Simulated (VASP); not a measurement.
```xyz
3
Lattice="3.7450 0.0000 0.0000 -1.8725 3.2433 0.0000 0.0000 0.0000 4.7527" Properties=species:S:1:pos:R:3 pbc="T T T"
Pt    -1.8725     3.2433     0.0000
Se     1.8725     1.0811     3.4902
Se     0.0000     2.1622     1.2624
```

The numbers are results of LDA (Ceperley-Alder, Perdew-Zunger) with spin-orbit coupling, VASP's LDA PAW potentials (set 64) (plane waves; VASP), not measurements. Numerical set-up: 400 eV cut-off, 9×9×6 Γ-centred mesh, Gaussian smearing of 0.050 eV, potentials Pt Se.

Q: Predict the energy per atom (σ→0), band gap (over mesh and band path) with the smallest direct gap where there is one.

A: 
```yaml
band gap (over mesh and band path): none (metal, semimetal or under 0.01 eV)
energy per atom (σ→0): -5.830 eV/atom
```

The absolute energy has meaning only against runs of the same code, potentials and settings.

The structure comes from a computed database's PtSe2 entry (P-3m1); how it stands against other phases isn't given here. It was relaxed first, which changed the volume by -17 %.
